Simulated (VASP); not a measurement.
TiB2 (AlB2 type) is relaxed at rising pressure, each step from the one before. Symmetry mostly holds the structure type, and other phases were not tried. The mesh follows the cell, and a change of mesh leaves a small step in the series.

Here is the system:

Space group P6/mmm (No. 191); a = 3.018 Å, b = 3.018 Å, c = 3.186 Å, α = 90.00°, β = 90.00°, γ = 120.00°

```
atom  site  symmetry       x       y       z
----  ----  --------  ------  ------  ------
Ti      1a     6/mmm  0.0000  0.0000  0.0000
B       2d      -6m2  0.3333  0.6667  0.5000
```

All values below come from PBEsol GGA, VASP's PBE PAW potentials (set 64) (plane waves; VASP). Run with 620 eV cut-off, 12×12×10 Γ-centred mesh, first-order Methfessel-Paxton smearing of 0.10 eV, potentials Ti_sv B.

```json
[
 {"P (GPa)": "0", "V (Å³/atom)": "8.38", "H − H(0) (eV/atom)": "0.000", "space group": "P6/mmm", "gap on the mesh (eV)": "0.00", "k-mesh": "12×12×10"},
 {"P (GPa)": "5", "V (Å³/atom)": "___", "H − H(0) (eV/atom)": "___", "space group": "P6/mmm", "gap on the mesh (eV)": "0.00", "k-mesh": "12×12×10"},
 {"P (GPa)": "10", "V (Å³/atom)": "8.09", "H − H(0) (eV/atom)": "0.514", "space group": "P6/mmm", "gap on the mesh (eV)": "0.00", "k-mesh": "12×12×10"},
 {"P (GPa)": "20", "V (Å³/atom)": "7.84", "H − H(0) (eV/atom)": "1.011", "space group": "P6/mmm", "gap on the mesh (eV)": "0.00", "k-mesh": "12×12×10"},
 {"P (GPa)": "30", "V (Å³/atom)": "___", "H − H(0) (eV/atom)": "___", "space group": "P6/mmm", "gap on the mesh (eV)": "0.00", "k-mesh": "12×12×10"},
 {"P (GPa)": "45", "V (Å³/atom)": "7.33", "H − H(0) (eV/atom)": "2.194", "space group": "P6/mmm", "gap on the mesh (eV)": "0.00", "k-mesh": "12×12×10"}
]
```

What belongs in the gaps?

- 30, V (Å³/atom): 7.62
- 30, H − H(0) (eV/atom): 1.493
- 5, V (Å³/atom): 8.23
- 5, H − H(0) (eV/atom): 0.259

Pressures at which the relaxation failed are left out.

The compound is TiB2 in the AlB2 type structure.
